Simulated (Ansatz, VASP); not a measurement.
This is a calculation of SrMg6Sn for VASP 6.6.1. Atoms were shifted at random by some hundredths of an Å from the given cell, which wasn't relaxed again for these runs. The cell comes from a database or a generator and needn't be the stable form of this composition.

The input INCAR:

```
SYSTEM = SrMg6Sn
  ALGO = Normal
  EDIFF = 1E-7
  ENCUT = 520
  GGA = PE
  ISIF = 2
  ISMEAR = -1
  LASPH = .True.
  LCHARG = .False.
  LREAL = .False.
  LWAVE = .False.
  NBANDS = 28
  NELM = 80
  PREC = Accurate
  SIGMA = 0.05
```

Contents of KPOINTS:

```
k-points
0
Gamma
  5 5 5
  0 0 0
```

Contents of POSCAR:

```
SrMg6Sn
1.0
    5.2593610000      0.0000000000      0.0000000000
    0.0000000000      3.2786810000      6.0624270000
    0.0000000000     -3.2786810000      6.0624270000
Sn Sr Mg
1 1 6
Direct
    0.4956880000      0.1707850000      0.1634730000
    0.5048600000      0.6698310000      0.6732100000
    0.0030630000      0.8451080000      0.8470970000
   -0.0049040000      0.3378850000      0.3389350000
   -0.0001310000      0.3217250000      0.8231400000
   -0.0022670000      0.8349470000      0.3154970000
    0.4978810000      0.1714000000      0.6611340000
    0.5041650000      0.6710580000      0.1600990000
```

Potentials or basis: VASP PAW PBE potentials, release 64 (Sn_d, Sr_sv, Mg).

Launch:

```console
$ cat potpaw_PBE.64/Sn_d/POTCAR potpaw_PBE.64/Sr_sv/POTCAR potpaw_PBE.64/Mg/POTCAR > POTCAR
$ mpirun -np 1 vasp_std > vasp.out
```

Problem. What does the same run look like in Ansatz 0.2.0? Potentials or basis there: Ansatz PAW, cutoff 420 eV.

Solution. As run (cutoffs and basis follow the program's own potentials, and thresholds, step limits or extra output files can differ):

Contents of input.yaml:

```yaml
crystal:
  lattice:
    - [5.259361, 0.0, 0.0]
    - [0.0, 3.278681, 6.062427]
    - [0.0, -3.278681, 6.062427]
  atoms:
    - { symbol: Sn, position: [0.495688, 0.170785, 0.163473] }
    - { symbol: Sr, position: [0.50486, 0.669831, 0.67321] }
    - { symbol: Mg, position: [0.003063, 0.845108, 0.847097] }
    - { symbol: Mg, position: [-0.004904, 0.337885, 0.338935] }
    - { symbol: Mg, position: [-0.000131, 0.321725, 0.82314] }
    - { symbol: Mg, position: [-0.002267, 0.834947, 0.315497] }
    - { symbol: Mg, position: [0.497881, 0.1714, 0.661134] }
    - { symbol: Mg, position: [0.504165, 0.671058, 0.160099] }
hamiltonian:
  xc: pbe
  pseudopotentials: { kind: paw }
kpoints:
  mp_grid: { grid: [5, 5, 5] }
scf:
  occupations: { method: fermi_dirac, width: 0.05 }
output:
  forces: true
  stress: true
  eigenvalues: true
```

Potentials or basis: Ansatz PAW.

Command:

```console
$ ansatz run input.yaml --threads 4 --pin off --max-ram 10240MiB --backend cpu --events-out ev --progress --plain --runs-dir out
```

Both were run:

|  | VASP | Ansatz |
| --- | --- | --- |
| Pressure | -0.1 GPa | 0.0 GPa |
| Largest force | 0.243 eV/Å | 0.242 eV/Å |
| Energy over the undisturbed cell | 3.0 meV/atom | 3.0 meV/atom |

Ansatz's pressure holds a Pulay term of +0.01 GPa for its cutoff of 420 eV, which the other run lacks.

The potentials hold 36 and 84 valence electrons a cell.

Where Ansatz's input types no cutoff or centring, it takes its own default and a Γ-centred mesh.

Pressure is positive in compression.
